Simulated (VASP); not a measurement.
Here is the system:

```
CELL_PARAMETERS angstrom
      0.00000     2.43818     2.43818
      2.43818     0.00000     2.43818
      2.43818     2.43818     0.00000
ATOMIC_POSITIONS crystal
  Be 0.00000 0.00000 0.00000
  S  0.25000 0.25000 0.25000
```

Method: PW91 GGA, VASP's PBE PAW potentials (set 64) (plane waves; VASP). Run with 520 eV cut-off, Gaussian smearing of 0.050 eV, potentials Be S.

Task: Estimate the band gap (along the path) with the smallest direct gap where there is one.

Result: 
```
Quantity                                Value
------------------------------------  -------
band gap (along the path)             3.16 eV
smallest direct gap (along the path)  5.64 eV
```

Total energies compare only between runs with the same potentials, cut-off and functional.

The compound is BeS in the zinc blende structure. It was relaxed first.
